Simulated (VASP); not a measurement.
These are PBEsol GGA, VASP's PBE PAW potentials (set 64) (plane waves; VASP) values and carry that method's errors.

The input files of a VASP run:

INCAR:
```
ALGO = Normal
EDIFF = 1E-6
EDIFFG = -0.02
ENCUT = 400
GGA = PS
IBRION = 2
ISIF = 3
ISMEAR = 1
LASPH = T
LCHARG = F
LMAXMIX = 6
LREAL = F
LWAVE = F
NELM = 100
NSW = 60
PREC = Accurate
SIGMA = 0.1
SYSTEM = Ir
```

**KPOINTS**
```
kpoints
0
gamma
7 7 10
0 0 0
```

### POSCAR
```
Ir
1
    4.3385731945    -0.0000000000    -0.0000000000
   -2.1692865972     3.7573138758     0.0000000000
   -0.0000000000     0.0000000000     2.6713541647
Ir
3
Direct
  0.0000000000   0.0000000000   0.0000000000
  0.3333330000   0.6666670000   0.5000000000
  0.6666670000   0.3333330000   0.5000000000
```

POTCAR, in this order: Ir (PBE.64 set). Program: vasp_std.

What VASP printed:

**OSZICAR**
```
       N       E                     dE             d eps       ncg     rms          rms(c)
DAV:   1     0.221923573683E+03    0.22192E+03   -0.10469E+04  1640   0.125E+03
DAV:   2    -0.162310396099E+02   -0.23815E+03   -0.23271E+03  1660   0.415E+02
DAV:   3    -0.297104088396E+02   -0.13479E+02   -0.12754E+02  2285   0.923E+01
DAV:   4    -0.301833987406E+02   -0.47299E+00   -0.46703E+00  1936   0.175E+01
DAV:   5    -0.301914322737E+02   -0.80335E-02   -0.79896E-02  1988   0.205E+00    0.266E+01
DAV:   6    -0.287186808867E+02    0.14728E+01   -0.36151E+00  2023   0.211E+01    0.113E+01
DAV:   7    -0.289528168874E+02   -0.23414E+00   -0.52928E+00  2439   0.251E+01    0.798E+00
DAV:   8    -0.284093042728E+02    0.54351E+00   -0.34899E+00  2375   0.179E+01    0.205E+00
DAV:   9    -0.283976717195E+02    0.11633E-01   -0.61293E-02  1910   0.289E+00    0.426E-01
DAV:  10    -0.283973921278E+02    0.27959E-03   -0.30976E-03  2133   0.691E-01    0.431E-02
DAV:  11    -0.283973913536E+02    0.77429E-06   -0.12421E-04  2057   0.101E-01    0.228E-02
DAV:  12    -0.283973915437E+02   -0.19018E-06   -0.56944E-06  1716   0.269E-02
   1 F= -.28397392E+02 E0= -.28397168E+02  d E =-.283974E+02
       N       E                     dE             d eps       ncg     rms          rms(c)
DAV:   1    -0.283980259310E+02   -0.63458E-03   -0.37569E-02  1643   0.165E+00    0.140E-01
DAV:   2    -0.283975658367E+02    0.46009E-03   -0.11621E-03  2086   0.408E-01    0.744E-02
DAV:   3    -0.283975365925E+02    0.29244E-04   -0.14005E-03  2413   0.391E-01    0.966E-02
DAV:   4    -0.283974058429E+02    0.13075E-03   -0.61812E-04  2426   0.277E-01    0.163E-02
DAV:   5    -0.283974054056E+02    0.43729E-06   -0.19440E-05  1706   0.472E-02    0.484E-03
DAV:   6    -0.283974053333E+02    0.72296E-07   -0.54671E-07   880   0.712E-03
   2 F= -.28397405E+02 E0= -.28397155E+02  d E =-.137896E-04
       N       E                     dE             d eps       ncg     rms          rms(c)
DAV:   1    -0.283975989907E+02   -0.19359E-03   -0.85056E-03  1646   0.788E-01    0.666E-02
DAV:   2    -0.283974938515E+02    0.10514E-03   -0.26581E-04  2088   0.196E-01    0.357E-02
DAV:   3    -0.283974865537E+02    0.72978E-05   -0.31876E-04  2420   0.187E-01    0.460E-02
DAV:   4    -0.283974564740E+02    0.30080E-04   -0.14149E-04  2422   0.132E-01    0.778E-03
DAV:   5    -0.283974562184E+02    0.25560E-06   -0.44136E-06  1554   0.228E-02
   3 F= -.28397456E+02 E0= -.28397216E+02  d E =-.646746E-04
```

OUTCAR:
```
------------------------ aborting loop because EDIFF is reached ----------------------------------------
  FORCE on cell =-STRESS in cart. coord.  units (eV):
  Direction    XX          YY          ZZ          XY          YZ          ZX
  --------------------------------------------------------------------------------------
  Total        0.0111386      0.0111386      0.0094206      0.0000000     -0.0000000      0.0000000
  in kB        0.4099704      0.4099702      0.3467387      0.0000000     -0.0000000      0.0000000
  external PRESSURE =       0.3888931 kB  Pullay stress =       0.0000000 kB
  volume of cell :       43.53
      direct lattice vectors                 reciprocal lattice vectors
     4.339785153  0.000000000  0.000000000     0.230426154  0.133036628  0.000000000
    -2.169892577  3.758363462 -0.000000000    -0.000000000  0.266073255 -0.000000000
    -0.000000000  0.000000000  2.668834536    -0.000000000  0.000000000  0.374695391
 POSITION                                       TOTAL-FORCE (eV/Angst)
 -----------------------------------------------------------------------------------
      0.00000      0.00000      0.00000         0.000000     -0.000000      0.000000
     -0.00000      2.50558      1.33442        -0.000000     -0.000000      0.000000
      2.16989      1.25279      1.33442         0.000000      0.000000     -0.000000
 -----------------------------------------------------------------------------------
    total drift:                                0.000000     -0.000000      0.000000
  FREE ENERGIE OF THE ION-ELECTRON SYSTEM (eV)
  ---------------------------------------------------
  free  energy   TOTEN  =       -28.3974562184 eV

  energy  without entropy=      -28.3967356393  energy(sigma->0) =      -28.39721603

 reached required accuracy - stopping structural energy minimisation
```
(Selected blocks of OUTCAR.)

### CONTCAR
```
Ir
   1.00000000000000
     4.3397851531455762    0.0000000000000161    0.0000000000000000
    -2.1698925765227606    3.7583634621663005   -0.0000000000000000
    -0.0000000000000000    0.0000000000000000    2.6688345360831001
  Ir
     3
Direct
     0.0000000000000000    0.0000000000000000    0.0000000000000000
     0.3333330000000032    0.6666669999999968    0.5000000000000000
     0.6666669999999968    0.3333330000000032    0.5000000000000000
```

The structure was generated: Ir was put into the omega type (P6/mmm), which need not be its known phase. This run relaxes it. Symmetry was kept, so distortions that lower it aren't found. The start is the result of an earlier pass.
